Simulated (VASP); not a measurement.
Given:

```xyz
2
Lattice="1.4750 -2.5548 0.0000 1.4750 2.5548 0.0000 0.0000 0.0000 4.6800" Properties=species:S:1:pos:R:3 pbc="T T T"
Ti     1.4750     0.8516     1.1700
Ti     1.4750    -0.8516     3.5100
```

Level of theory: PBE GGA, VASP's PBE PAW potentials (set 64) (plane waves; VASP). Run with 520 eV cut-off, 13×13×7 Γ-centred mesh, first-order Methfessel-Paxton smearing of 0.10 eV, potentials Ti_sv.

**Question.** The ions, cell shape and volume are relaxed. Give the cell that the relaxation ends in.

**Answer.** 
```xyz
2
Lattice="1.4674 -2.5417 0.0000 1.4674 2.5417 0.0000 0.0000 0.0000 4.6522" Properties=species:S:1:pos:R:3 pbc="T T T"
Ti     1.4674     0.8472     1.1631
Ti     1.4674    -0.8472     3.4892
```
Space group P6_3/mmc (194), at a tolerance of 0.03 Å.

**Question.** How do energy and volume change from the first to the last step?

**Answer.** The energy (σ→0) changes by -1.6 meV/atom and the volume by -1.6 %, in 3 ionic steps.

The compound is Ti in the hcp structure. This run relaxes it. Symmetry was kept, so distortions that lower it aren't found.
